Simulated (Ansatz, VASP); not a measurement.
**Two plane-wave programs on Si**

```
Si
1.0
     0.00000    2.65353    2.79533
     2.65353    0.00000    2.79533
     2.65353    2.65353    0.00000
Si
2
Direct
  0.50000 0.50000 0.50000
  0.75000 0.75000 0.75000
```

Change from the starting cell: strain +e along x and -e along y +0.0000, strain +e along z and -e/2 along x and y +0.0350.

Alike in both runs: task single point; functional LDA; k mesh 12 × 12 × 12; occupations gaussian, width 0.05 eV; no spin polarisation.

|  | VASP | Ansatz |
| --- | --- | --- |
| version | VASP 6.6.1 | Ansatz 0.2.0 |
| potentials or method | VASP PAW LDA potentials, release 64 (Si) | scalar-relativistic, plane waves, PAW |
| plane-wave cutoff (eV) | 520 | 420 |
| valence electrons in the cell | 8 | 8 |

|  | VASP | Ansatz | Ansatz less VASP |
| --- | --- | --- | --- |
| gap on the k mesh at the Fermi level (eV) | 0.16 | 0.16 | +0.003 |
| least direct gap on the mesh (eV) | 2.33 | 2.32 | -0.006 |
| pressure (GPa) | 0.1 | 0.0 | -0.06 |
| largest component of the traceless stress (GPa) | 3.66 | 3.66 | 0.000 |

Ansatz warned: «pseudo_functional_mismatch».
